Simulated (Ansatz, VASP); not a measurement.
## Al5Co2 (Al5Co2 (P6_3/mmc)) in two plane-wave programs

One calculation is typed for both programs; each brings its own data sets. How far apart do they land? Of the first pair: The structure shown is the start of the Ansatz relaxation below; VASP solves that cell, so the two are compared at the walk's first step.

Program: Ansatz 0.2.0. Level of theory: plane waves, with VASP 6.6.1 beside it; single point at r2SCAN. Results are calculated unless marked as measured.

## 1. Starting point

It takes space group P6_3/mmc (No. 194, hexagonal). The conventional cell has a = 7.605 Å, b = 7.605 Å, c = 7.514 Å, α = 90.00°, β = 90.00°, γ = 120.00°. Al has 6 Co at 2.52 Å and 6 Al at 2.60 Å nearest. Al has 3 Co at 2.39 to 2.62 Å nearest. Nearest to Al lie 4 Co at 2.32 to 2.66 Å and 1 Al at 2.60 Å. Nearest to Co lie 9 Al at 2.32 to 2.62 Å. Co has 10 Al at 2.39 to 2.66 Å nearest. Farther neighbours are not listed.

## 2. Ansatz: relaxation, r2SCAN

Ansatz runs on its PAW soft_1 files.

The two programs are compared at the cell with which this relaxation starts, whose forces are those of its first step.

File input.yaml:

```yaml
crystal:
  lattice:
    - [7.6047406, 0.0, 0.0]
    - [-3.8023703, 6.5858985, 0.0]
    - [0.0, 0.0, 7.5139844]
  atoms:
    - { symbol: Al, position: [0.0, 0.0, 0.0] }
    - { symbol: Al, position: [0.0, 0.0, 0.5] }
    - { symbol: Al, position: [0.46812756, 0.93625511, 0.25] }
    - { symbol: Al, position: [0.53187244, 0.46812756, 0.75] }
    - { symbol: Al, position: [0.93625511, 0.46812756, 0.75] }
    - { symbol: Al, position: [0.06374489, 0.53187244, 0.25] }
    - { symbol: Al, position: [0.46812756, 0.53187244, 0.25] }
    - { symbol: Al, position: [0.53187244, 0.06374489, 0.75] }
    - { symbol: Al, position: [0.19395946, 0.38791892, 0.93916405] }
    - { symbol: Al, position: [0.80604054, 0.19395946, 0.43916405] }
    - { symbol: Al, position: [0.38791892, 0.19395946, 0.43916405] }
    - { symbol: Al, position: [0.61208108, 0.80604054, 0.93916405] }
    - { symbol: Al, position: [0.19395946, 0.80604054, 0.93916405] }
    - { symbol: Al, position: [0.80604054, 0.61208108, 0.06083595] }
    - { symbol: Al, position: [0.80604054, 0.19395946, 0.06083595] }
    - { symbol: Al, position: [0.80604054, 0.61208108, 0.43916405] }
    - { symbol: Al, position: [0.38791892, 0.19395946, 0.06083595] }
    - { symbol: Al, position: [0.61208108, 0.80604054, 0.56083595] }
    - { symbol: Al, position: [0.19395946, 0.38791892, 0.56083595] }
    - { symbol: Al, position: [0.19395946, 0.80604054, 0.56083595] }
    - { symbol: Co, position: [0.33333333, 0.66666667, 0.75] }
    - { symbol: Co, position: [0.66666667, 0.33333333, 0.25] }
    - { symbol: Co, position: [0.12698802, 0.25397604, 0.25] }
    - { symbol: Co, position: [0.87301198, 0.12698802, 0.75] }
    - { symbol: Co, position: [0.25397604, 0.12698802, 0.75] }
    - { symbol: Co, position: [0.74602396, 0.87301198, 0.25] }
    - { symbol: Co, position: [0.12698802, 0.87301198, 0.25] }
    - { symbol: Co, position: [0.87301198, 0.74602396, 0.75] }
basis:
  ecutwfc: 500
  xc_grid: 2
hamiltonian:
  xc: r2scan
  pseudopotentials: { kind: paw, azcp: { folder: soft_1 } }
kpoints:
  mp_grid: { grid: [6, 6, 5] }
scf:
  occupations: { method: fermi_dirac, width: 0.05 }
  max_iter: 150
output:
  forces: true
  stress: true
relax:
  f_tol: 0.01
  max_steps: 60
  cell: {}
checkpoint:
  write: "../r2scan.run"
  compress: false
  write_wavefunctions: false
  write_every: 100000
```

Launch:

```sh
> ansatz run input.yaml --threads 4 --pin off --max-ram 6594MiB --backend cpu --events-out ev --progress --plain --runs-dir out
```

Numbers of over 12 decimals in the logs are rounded to 6 here.

What it wrote:

```text
Engine: ansatz 0.2.0, x86_64-unknown-linux-gnu
Pseudopotentials: kind: paw
Pseudopotential: Al, paw, valence charge 3, recommended cutoff 500 eV (meta_gga), soft_1/Al.paw.azcp
Pseudopotential: Co, paw, valence charge 17, recommended cutoff 500 eV (meta_gga), soft_1/Co.paw.azcp
Functional definition: r2SCAN
  parameter k0 = 0.174
  parameter k1 = 0.065
  parameter a1 = 4.9479
  exchange = r2scan_x(k0 = k0, k1 = k1, a1 = a1)
  correlation = r2scan_c
Crystal: 28 atoms, lattice volume = 376.331 Å³
Basis set: ecut = 500 eV, 9543 PW (Γ), exchange–correlation on 120×120×120 points (8 copies of the dense FFT grid, shifted against one another)
Bands: 126, of which v1, the nominal top of the filled ones, is band 98 counted from 1 (97 counted from 0)
Symmetry: 24 space group operations
Space group: P63/mmc (ITA 194), of the structure as read, at distance tolerance 7.2e-5 Å
k-points: 21 of 180
Non-local potential: Al, projectors of the file, l = 0: 2, l = 1: 2, l = 2: 1
Non-local potential: Co, projectors of the file, l = 0: 3, l = 1: 2, l = 2: 3, l = 3: 1
PAW form: soft (Blöchl's): semilocal exchange-correlation on the pseudo side does not see the compensation charge
PAW frozen core: Al, regenerated for the run's functional (the file was generated under x = pbe(κ = 0.804, μ = 0.219515), c = pbe(β = 0.066725))
PAW frozen core: Co, regenerated for the run's functional (the file was generated under x = pbe(κ = 0.804, μ = 0.219515), c = pbe(β = 0.066725))
PAW one-centre angular grid: Al, 302 points (default); XC on 160 Gauss nodes
PAW one-centre angular grid: Co, 590 points (default); XC on 160 Gauss nodes
Initial density: superposition of atomic densities (chi_scale 0.1, normalization cell, long waves kept (reshape's long-wave potential 0.04 eV rms))
Initial wavefunctions: pseudopotential atomic-orbital guess
Functional: x = r2scan, c = r2scan; τ floored in thin density (d = 2e-4 eV/Å³)
SCF iter   1: F=—  HF=-51880.941217 eV  |F-HF|=—  |Δ(HF+E_count)|=         —  Δρ=1.32e-1  dr2=8.16e1  dr2_τ=1.28e0  ethr=3.10e-3  ⟨swp⟩=5.6  Hψ=10390  notcnv=0  defer=133
preconditioner: auto → Kerker (q_TF=auto, 2.447 Å⁻¹)  [metal: Δε(μ)=0.087 eV  Ē_g=7.000 eV  σ=0.050 eV  W_gap=0.36  n_scr=82 (ndim 8)  ℏωp=22.0 eV  f_vac=0.000  D(μ)=2.83/eV (n_scr^D=8)]
SCF iter   2: F=—  HF=-51883.622531 eV  |F-HF|=—  |Δ(HF+E_count)|=    2.68e0  Δρ=1.88e-1  dr2=8.52e1  dr2_τ=9.48e-1  ethr=3.10e-3  ⟨swp⟩=4.0  Hψ=7463  notcnv=0  defer=337
SCF iter   3: F=—  HF=-51874.556640 eV  |F-HF|=—  |Δ(HF+E_count)|=    9.07e0  Δρ=3.06e-2  dr2=8.29e0  dr2_τ=8.35e-2  ethr=3.10e-3  ⟨swp⟩=3.1  Hψ=5510  notcnv=0  defer=301
SCF iter   4: F=—  HF=-51872.718850 eV  |F-HF|=—  |Δ(HF+E_count)|=    1.84e0  Δρ=5.35e-2  dr2=9.09e0  dr2_τ=8.43e-2  ethr=3.10e-3  ⟨swp⟩=2.7  Hψ=4472  notcnv=0  defer=332
SCF iter   5: F=—  HF=-51872.063440 eV  |F-HF|=—  |Δ(HF+E_count)|=   6.55e-1  Δρ=3.20e-2  dr2=2.76e0  dr2_τ=2.86e-2  ethr=3.10e-3  ⟨swp⟩=2.0  Hψ=2952  notcnv=0  defer=332
SCF iter   6: F=—  HF=-51872.232892 eV  |F-HF|=—  |Δ(HF+E_count)|=   1.69e-1  Δρ=1.14e-2  dr2=3.63e-1  dr2_τ=3.68e-3  ethr=1.41e-3  ⟨swp⟩=2.1  Hψ=2931  notcnv=0  defer=327
SCF iter   7: F=—  HF=-51872.184963 eV  |F-HF|=—  |Δ(HF+E_count)|=   4.79e-2  Δρ=8.29e-3  dr2=2.24e-1  dr2_τ=1.42e-3  ethr=1.85e-4  ⟨swp⟩=2.5  Hψ=4234  notcnv=0  defer=314
SCF iter   8: F=—  HF=-51872.180152 eV  |F-HF|=—  |Δ(HF+E_count)|=   4.81e-3  Δρ=1.45e-3  dr2=7.22e-3  dr2_τ=6.92e-5  ethr=1.14e-4  ⟨swp⟩=2.0  Hψ=3243  notcnv=0  defer=314
SCF iter   9: F=—  HF=-51872.181579 eV  |F-HF|=—  |Δ(HF+E_count)|=   1.43e-3  Δρ=3.37e-4  dr2=5.77e-4  dr2_τ=2.26e-6  ethr=3.69e-6  ⟨swp⟩=2.0  Hψ=3574  notcnv=0  defer=314
SCF iter  10: F=—  HF=-51872.181835 eV  |F-HF|=—  |Δ(HF+E_count)|=   2.56e-4  Δρ=2.22e-4  dr2=1.85e-4  dr2_τ=9.81e-7  ethr=2.94e-7  ⟨swp⟩=2.0  Hψ=3645  notcnv=0  defer=314
[...]
SCF 1 converged in 14 iterations: F = -51872.181577 eV  dr2 = 3.84e-8
  greatest PAW one-centre occupation: 1.001 electrons in one spin orbital (limit 2), on the Co atom at site 21 (counted from 0), in its partial waves of l = 1
[...]
SCF iter   7: F=—  HF=-51872.182363 eV  |F-HF|=—  |Δ(HF+E_count)|=   7.27e-8  Δρ=5.38e-6  dr2=8.24e-8  dr2_τ=9.64e-10  ethr=2.45e-10  ⟨swp⟩=2.1  Hψ=3893  notcnv=0
SCF iter   8: F=—  HF=-51872.182363 eV  |F-HF|=—  |Δ(HF+E_count)|=  5.68e-10  Δρ=3.62e-6  dr2=4.39e-8  dr2_τ=2.70e-10  ethr=4.21e-11  ⟨swp⟩=2.3  Hψ=3415  notcnv=0
SCF iter   9: F=-51872.182363 eV  HF=-51872.182363 eV  |F-HF|=1.46e-9  |Δ(HF+E_count)|=   1.33e-9  Δρ=7.58e-7  dr2=1.94e-9  dr2_τ=1.41e-11  ethr=6.99e-12  ⟨swp⟩=3.0  Hψ=8926  notcnv=0
SCF 3 converged in 9 iterations: F = -51872.182363 eV  dr2 = 1.94e-9
relax step   3: F+E_penalty+E_count = -51872.18236288 eV  Δ(F+E_penalty+E_count) = -6.769e-5 eV  max|allowed force component| = 3.096e-3 eV/Å  Δτ_max = 0.0009 Å  P = -0.007 GPa  Ω = 377.109 Å³  energy of the carried Pulay correction = -1.455e-4 eV  (9 SCF iters, dr2 threshold 1.37e-8 eV, accepted)
Initial wavefunctions: pseudopotential atomic-orbital guess (no wavefunctions were taken with the density)
iter 1 solved again at ethr=2.88e-6 eV; its pass at ethr=3.10e-3 eV (dr2=5.65e-3 eV) is discarded
[...]
SCF iter   5: F=—  HF=-51872.182500 eV  |F-HF|=—  |Δ(HF+E_count)|=   2.55e-9  Δρ=9.95e-7  dr2=1.67e-9  dr2_τ=9.58e-11  ethr=4.59e-12  ⟨swp⟩=2.0  Hψ=3974  notcnv=0
SCF iter   6: F=-51872.182500 eV  HF=-51872.182500 eV  |F-HF|=3.64e-11  |Δ(HF+E_count)|=   2.10e-9  Δρ=2.21e-7  dr2=9.45e-11  dr2_τ=1.48e-11  ethr=1.00e-12  ⟨swp⟩=3.0  Hψ=9518  notcnv=0
SCF 4 converged in 6 iterations: F = -51872.182500 eV  dr2 = 9.45e-11
relax step   4: F+E_penalty+E_count = -51872.18249962 eV  Δ(F+E_penalty+E_count) = -1.367e-4 eV  max|allowed force component| = 3.100e-3 eV/Å  Δτ_max = 0.0000 Å  P = -0.006 GPa  Ω = 377.109 Å³  stress off target by 1.16e-2 GPa  SCF on the basis re-selected at this cell (its energy is not comparable with the rows above)  (6 SCF iters)
basis re-selected at this cell: Δ(F+E_penalty+E_count) = -1.367e-4 eV, ΔP = +0.000 GPa vs the last step (what re-selecting the basis moved, of the pressure what is left beyond the Pulay correction that the steps carried, after the strain that the cell walked since its last selection, with what the two solves' SCF thresholds leave and, on support functions, any second-order correction that the steps lacked; it is no m [...]
SCF converged after 6 iterations
Free energy (F): -51872.182500 eV
Harris-Foulkes:  -51872.182500 eV  (|F-HF|=3.64e-11)
Internal energy: -51872.150727 eV  (E = F + TS)
E sigma→0 (E₀):  -51872.166613 eV
Entropy (-TS):   -0.031773 eV (-1.135 meV/atom)
Fermi energy:    11.087561 eV
--- Per-component energies (eV) ---
  E_band       = -2735.714075
  E_kinetic    = 2863.112035
  E_local      = -34804.561964  (includes V_loc(G=0)·N_el)
  E_nonlocal   = 3715.642372
  E_hartree    = 15942.092631
  E_xc         = -1414.781375
  E_vxc        = -1692.114452  (∫ρ·V_xc dr)
  E_paw        = -22214.674379  (= ΣΔE_a)
  E_vpaw       = -4807.329114  (= ΣTr[D̂ρ^β])
  E_aug_tail   = -0.000590  (compensation charges beyond the density's cutoff)
  E_vtau       = 105.353368  (kinetic-family band-sum trace: ∫τ·v_τ [+ j·A + Jᵃ·Aᵃ] dr)
  E_ewald      = -15955.415653
  E_core_change = -3.563804  (= ΣΔE_core)
  E_smearing   = -0.031773  (= −TS)
  E_closure    = -0.000000  (closes the sum)
  Σ components = -51872.182500   (vs F -51872.182500, Δ=0.00e0)
--- Forces (eV/Å), atoms counted from 1 ---
  atom   1  Al    -0.00000000     0.00000000     0.00000000
  atom   2  Al    -0.00000000    -0.00000000    -0.00000000
  atom   3  Al    -0.00000000     0.00030772     0.00000000
  atom   4  Al    -0.00026649     0.00015386    -0.00000000
  atom   5  Al     0.00026649     0.00015386    -0.00000000
  atom   6  Al    -0.00026649    -0.00015386     0.00000000
  atom   7  Al     0.00026649    -0.00015386     0.00000000
  atom   8  Al     0.00000000    -0.00030772    -0.00000000
  atom   9  Al     0.00000000    -0.00038034    -0.00087850
  atom  10  Al     0.00032938    -0.00019017    -0.00087850
  atom  11  Al    -0.00032938    -0.00019017    -0.00087850
  atom  12  Al     0.00032938     0.00019017    -0.00087850
  atom  13  Al    -0.00032938     0.00019017    -0.00087850
  atom  14  Al    -0.00000000     0.00038034     0.00087850
  atom  15  Al     0.00032938    -0.00019017     0.00087850
  atom  16  Al    -0.00000000     0.00038034    -0.00087850
  atom  17  Al    -0.00032938    -0.00019017     0.00087850
  atom  18  Al     0.00032938     0.00019017     0.00087850
  atom  19  Al     0.00000000    -0.00038034     0.00087850
  atom  20  Al    -0.00032938     0.00019017     0.00087850
  atom  21  Co     0.00000000    -0.00000000    -0.00000000
  atom  22  Co    -0.00000000     0.00000000     0.00000000
  atom  23  Co    -0.00000000    -0.00310029    -0.00000000
  atom  24  Co     0.00268493    -0.00155014     0.00000000
  atom  25  Co    -0.00268493    -0.00155014     0.00000000
  atom  26  Co     0.00268493     0.00155014    -0.00000000
  atom  27  Co    -0.00268493     0.00155014    -0.00000000
  atom  28  Co     0.00000000     0.00310029     0.00000000
  max |Σ_I F_I| component: 3.04e-17 eV/Å
--- Stress (GPa, compression-positive) ---
       -0.003631       0.000000      -0.000000
       -0.000000      -0.003631      -0.000000
       -0.000000      -0.000000      -0.011620
  P = ⅓ Tr σ = -0.0063 GPa (-0.063 kbar)
--- Relaxed structure (3 steps of the walk, 3 accepted, 1 SCFs on fresh bases) ---
  F+E_penalty+E_count = -51872.18249962 eV   max|allowed force component| = 3.100e-3 eV/Å   (the final SCF, on the basis selected at the relaxed cell)
  cell:  # Å, volume = 377.1092 Å³
    - [7.611122, 0, 0]
    - [-3.805561, 6.591425, 0]
    - [0, 0, 7.516905]
  atoms:
    - { symbol: Al, position: [0, 0, 0] }
    - { symbol: Al, position: [0, 0, 0.500000] }
    - { symbol: Al, position: [0.468248, 0.936495, 0.250000] }
    - { symbol: Al, position: [0.531752, 0.468248, 0.75] }
    - { symbol: Al, position: [0.936495, 0.468248, 0.75] }
    - { symbol: Al, position: [0.063505, 0.531752, 0.250000] }
    - { symbol: Al, position: [0.468248, 0.531752, 0.250000] }
    - { symbol: Al, position: [0.531752, 0.063505, 0.75] }
    - { symbol: Al, position: [0.193846, 0.387692, 0.938974] }
    - { symbol: Al, position: [0.806154, 0.193846, 0.438974] }
    - { symbol: Al, position: [0.387692, 0.193846, 0.438974] }
    - { symbol: Al, position: [0.612308, 0.806154, 0.938974] }
    - { symbol: Al, position: [0.193846, 0.806154, 0.938974] }
    - { symbol: Al, position: [0.806154, 0.612308, 0.061026] }
    - { symbol: Al, position: [0.806154, 0.193846, 0.061026] }
    - { symbol: Al, position: [0.806154, 0.612308, 0.438974] }
    - { symbol: Al, position: [0.387692, 0.193846, 0.061026] }
    - { symbol: Al, position: [0.612308, 0.806154, 0.561026] }
    - { symbol: Al, position: [0.193846, 0.387692, 0.561026] }
    - { symbol: Al, position: [0.193846, 0.806154, 0.561026] }
    - { symbol: Co, position: [0.333333, 0.666667, 0.75] }
    - { symbol: Co, position: [0.666667, 0.333333, 0.250000] }
    - { symbol: Co, position: [0.126911, 0.253822, 0.250000] }
    - { symbol: Co, position: [0.873089, 0.126911, 0.75] }
    - { symbol: Co, position: [0.253822, 0.126911, 0.75] }
    - { symbol: Co, position: [0.746178, 0.873089, 0.250000] }
    - { symbol: Co, position: [0.126911, 0.873089, 0.250000] }
    - { symbol: Co, position: [0.873089, 0.746178, 0.75] }
```

The column dr2 measures how far the density is from self-consistency, as an energy; F and HF (Harris–Foulkes) agree once it is small.

(Part 1 of 3 ends here.)

[Lines on the potential files, build, host, timing and source positions are cut from VASP's logs without a mark.]

[Logs are printed without paths, hosts, clocks, repeated set-up lines and the standing remarks that a program may print on its own settings, such as how far it seeks lower states.]

[Hosts, paths, dates, database ids (printed as entryN), source tags and the programs' standing remarks are cut or masked in the printed files.]
